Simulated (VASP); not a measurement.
# Pd: a series in uniaxial stress along [001]

Wanted: the elastic response of Pd to uniaxial stress along [001], with a fit that predicts a row left out.

Method: PBEsol; plane waves and PAW (Pd), in the first sound run; inputs show where later runs differ, in VASP 6.6.1.

## (1) Starting point

Symmetry: Fm-3m, No. 225, cubic system. The conventional cell has a = 3.890 Å, b = 3.890 Å, c = 3.890 Å, α = 90.00°, β = 90.00°, γ = 90.00°. Nearest to Pd lie 12 Pd at 2.75 Å.

Structure file:

```xyz
1
Lattice="0.0000 1.9450 1.9450 1.9450 0.0000 1.9450 1.9450 1.9450 0.0000" Properties=species:S:1:pos:R:3 pbc="T T T"
Pd    0.0000    0.0000    0.0000
```

## (2) Relax the crystal, PBEsol

The series starts from the cell that this level prefers, so that zero strain is near zero stress.

This step took 2 runs in a row; the last is shown.

Level: PBEsol; plane waves and PAW (Pd).

Contents of INCAR:

```
SYSTEM = Pd
PREC = Accurate
ENCUT = 450
EDIFF = 1E-07
NELM = 120
ISMEAR = 1
SIGMA = 0.15
LREAL = .FALSE.
ALGO = Normal
GGA = PS
NBANDS = 11
LASPH = .TRUE.
LORBIT = 11
LWAVE = .FALSE.
LCHARG = .FALSE.
KPAR = 8
IBRION = 2
NSW = 40
ISIF = 3
EDIFFG = -0.005
POTIM = 0.4
```

Contents of POSCAR:

```
Pd
1.0
    0.0000000000      1.9363964719      1.9363964719
    1.9363964719      0.0000000000      1.9363964719
    1.9363964719      1.9363964719      0.0000000000
Pd
1
Direct
    0.0000000000      0.0000000000      0.0000000000
```

Contents of KPOINTS:

```
Automatic mesh
0
Gamma
26 26 26
0 0 0
```

Potentials, in the order of the species: Pd (PBE family, release 64).

Command:

```bash
$ mpirun -np 8 vasp_std
```

Log:

```text
[banner, memory and clock lines left out]
running    8 mpi-ranks, on    1 nodes
[...]
|                                                                             |
|           W    W    AA    RRRRR   N    N  II  N    N   GGGG   !!!           |
|           W    W   A  A   R    R  NN   N  II  NN   N  G    G  !!!           |
|           W    W  A    A  R    R  N N  N  II  N N  N  G       !!!           |
|           W WW W  AAAAAA  RRRRR   N  N N  II  N  N N  G  GGG   !            |
|           WW  WW  A    A  R   R   N   NN  II  N   NN  G    G                |
|           W    W  A    A  R    R  N    N  II  N    N   GGGG   !!!           |
|                                                                             |
|     For optimal performance we recommend to set                             |
|       NCORE = 2 up to number-of-cores-per-socket                            |
|     NCORE specifies how many cores store one orbital (NPAR=cpu/NCORE).      |
|     This setting can greatly improve the performance of VASP for DFT.       |
[...]
|     You enforced a specific xc type in the INCAR file but a different       |
|     [... a line on the potential file left out ...]
|     I HOPE YOU KNOW WHAT YOU ARE DOING!                                     |
|                                                                             |

 LDA part: xc-table for (Slater+PW92), standard interpolation
 POSCAR, INCAR and KPOINTS ok, starting setup
[...]
entering main loop
       N       E                     dE             d eps       ncg     rms          rms(c)
DAV:   1     0.375215041264E+02    0.37522E+02   -0.47082E+03 11346   0.755E+02
DAV:   2    -0.583678753491E+01   -0.43358E+02   -0.41861E+02 12746   0.171E+02
DAV:   3    -0.634908016840E+01   -0.51229E+00   -0.51019E+00 13494   0.198E+01
DAV:   4    -0.635134682423E+01   -0.22667E-02   -0.22664E-02 13554   0.140E+00
[...]
DAV:  10    -0.596112922548E+01   -0.53820E-05   -0.41049E-06 14004   0.182E-02    0.118E-02
DAV:  11    -0.596112857189E+01    0.65359E-06   -0.92352E-08 14036   0.303E-03    0.923E-04
DAV:  12    -0.596112860929E+01   -0.37394E-07   -0.25895E-09  9392   0.317E-04
   1 F= -.59611286E+01 E0= -.59604864E+01  d E =-.596113E+01
[...]
reached required accuracy - stopping structural energy minimisation
```

The job ended after 29 s (8 MPI ranks of AMD EPYC 7R43, shared host; peak memory 1.1 GiB; 3.5 min of CPU time).

The logs omit lines about the potential files and the build; timing stands in the text.

From OUTCAR (step 2):

```text
  Total       -0.0004989     -0.0004989     -0.0004989      0.0000000      0.0000000     -0.0000000
  in kB       -0.0550392     -0.0550392     -0.0550392      0.0000000      0.0000000     -0.0000000
  external PRESSURE =      -0.0550392 kB  Pullay stress =       0.0000000 kB

 POSITION                                       TOTAL-FORCE (eV/Angst)
 -----------------------------------------------------------------------------------
      0.00000      0.00000      0.00000        -0.000000      0.000000     -0.000000
 -----------------------------------------------------------------------------------
    total drift:                               -0.000000     -0.000000     -0.000000

  FREE ENERGIE OF THE ION-ELECTRON SYSTEM (eV)
  ---------------------------------------------------
  free  energy   TOTEN  =        -5.9611286093 eV

  energy  without entropy=       -5.9592018478  energy(sigma->0) =       -5.96048636

 reached required accuracy - stopping structural energy minimisation

[... 3 further parts left out ...]
[key lines of the parts left out:]
E-fermi :   9.8766
```

Read from the output:

* energy(sigma→0) of the program: -5.9605 eV
* stress, compression positive: xx, yy, zz -0.01, -0.01, -0.01 GPa
* volume: 14.522 Å³
* ionic steps: 1

## (3) Strain across the axis, PBEsol

One member in full: the axis is strained by 1 %, and the two directions across it are strained alike until their mean stress is under 0.012 GPa or five steps are spent.

This step took 3 runs, each at a new trial strain with the atoms of the one before; the last is shown.

Level: PBEsol; plane waves and PAW (Pd).

Changes to INCAR since step 2:

```diff
@@ -15,7 +15,7 @@
 LCHARG = .FALSE.
-KPAR = 8
-IBRION = 2
-NSW = 40
-ISIF = 3
-EDIFFG = -0.005
-POTIM = 0.4
+KPAR = 2
+IBRION = 1
+NSW = 25
+ISIF = 2
+EDIFFG = -0.004
+POTIM = 0.3
```

Contents of POSCAR:

```
Pd
1.0
    0.0000000000      1.9283122740      1.9557604370
    1.9283122740      0.0000000000      1.9557604370
    1.9283122740      1.9283122740      0.0000000000
Pd
1
Direct
    0.0000000000      0.0000000000      0.0000000000
```

KPOINTS is that of step 2.

Command:

```bash
$ mpirun -np 2 vasp_std
```

Log:

```text
[banner, memory and clock lines left out]
running    2 mpi-ranks, on    1 nodes
[...]
[... a notice as in an earlier step ...]

 LDA part: xc-table for (Slater+PW92), standard interpolation
 POSCAR, INCAR and KPOINTS ok, starting setup
[...]
entering main loop
       N       E                     dE             d eps       ncg     rms          rms(c)
DAV:   1     0.370516350419E+02    0.37052E+02   -0.47041E+03 29602   0.754E+02
DAV:   2    -0.584496113224E+01   -0.42897E+02   -0.41442E+02 33057   0.170E+02
DAV:   3    -0.634832581848E+01   -0.50336E+00   -0.50126E+00 35130   0.196E+01
DAV:   4    -0.635058304652E+01   -0.22572E-02   -0.22570E-02 35519   0.139E+00
[...]
DAV:  10    -0.596071591253E+01   -0.53180E-05   -0.47548E-06 36511   0.199E-02    0.120E-02
DAV:  11    -0.596071523255E+01    0.67998E-06   -0.97609E-08 36561   0.312E-03    0.968E-04
DAV:  12    -0.596071527296E+01   -0.40416E-07   -0.23607E-09 24707   0.426E-04
   1 F= -.59607153E+01 E0= -.59600734E+01  d E =-.596072E+01
 BRION: g(F)=  0.563E-63 g(S)=  0.000E+00
 reached required accuracy - stopping structural energy minimisation
```

Wall time 2.4 min (2 MPI ranks); peak memory 0.47 GiB.

Parts of OUTCAR (step 3):

```text
  Total       -0.0000804     -0.0000804     -0.0851817      0.0000000     -0.0000000     -0.0000000
  in kB       -0.0088609     -0.0088609     -9.3833248      0.0000000     -0.0000000     -0.0000000
  external PRESSURE =      -3.1336822 kB  Pullay stress =       0.0000000 kB

 POSITION                                       TOTAL-FORCE (eV/Angst)
 -----------------------------------------------------------------------------------
      0.00000      0.00000      0.00000         0.000000      0.000000      0.000000
 -----------------------------------------------------------------------------------
    total drift:                               -0.000000     -0.000000     -0.000000

  FREE ENERGIE OF THE ION-ELECTRON SYSTEM (eV)
  ---------------------------------------------------
  free  energy   TOTEN  =        -5.9607152730 eV

  energy  without entropy=       -5.9587896401  energy(sigma->0) =       -5.96007340

[... 1 part as in an earlier step ...]

[... 3 further parts left out ...]
[key lines of the parts left out:]
E-fermi :   9.8491
```

Read from the output:

- energy(sigma→0) of the program: -5.9601 eV
- stress, compression positive: xx, yy, zz 0.00, 0.00, -0.94 GPa
- ionic steps: 1

## (4) The whole series

The other members went through these steps as far as the tables show, with the same cutoff and, step by step, the same mesh; 25 runs are not shown. The session took 2.5 core hours (wall time by ranks) on a shared machine.

| strain along the axis (%) | strain across the axis (%) | stress along the axis, tension positive (GPa) | energy above the unstrained row, extrapolated to no smearing (meV/atom) |
| --- | --- | --- | --- |
| -2.000 | 0.898 | -1.586 | 1.505 |
| -1.500 | 0.664 | -1.234 | 0.855 |
| -1.000 | 0.437 | ? | ? |
| -0.500 | 0.215 | -0.437 | 0.099 |
| 0 | 0.000 | 0.006 | 0.000 |
| 0.500 | -0.212 | 0.461 | 0.102 |
| 1.000 | -0.417 | 0.938 | 0.413 |
| 1.500 | -0.618 | 1.429 | 0.938 |
| 2.000 | -0.815 | 1.928 | 1.683 |

## (5) A fit to the known rows

Fitting a parabola to the 8 known rows (e: strain in %) gives stress = 0.04159 e² + 0.8831 e + 0.004858 in GPa; the residuals are 0.0076 GPa r.m.s.

At e = -1 this predicts -0.837 GPa.

## (6) Checking the prediction

The calculation gives -0.848 GPa, so the prediction is 0.011 GPa too high, within twice the residual of the fit.

Slopes at zero strain, from cubics through all rows: strain ratio -0.427, stress over strain 90 GPa.

## (7) Results

```
error of the predicted stress  : 0.011 GPa
Poisson ratio                  : 0.427
Young's modulus along the axis : 90 GPa
```

**Reading.** As a check, the curvature of the energy gives 88 GPa for the same modulus (energy per volume = E/2 × strain²), 2 % from the slope of the stress; these energies are extrapolated to no smearing, while the stress belongs to the free energy, so part of the difference may come from that. These are static values: temperature and zero-point motion are left out. In a metal the slopes also depend on mesh and smearing, which were held through the series.

[Lines on the potential files, build, host, timing and source positions are cut from VASP's logs without a mark.]

[Logs are printed without paths, hosts, clocks, repeated set-up lines and the standing remarks that a program may print on its own settings, such as how far it seeks lower states.]

[Hosts, paths, dates, database ids (printed as entryN), source tags and the programs' standing remarks are cut or masked in the printed files.]

[In band tables of VASP the shares of atoms and orbitals are scaled to a sum of 1 inside the atoms' spheres.]
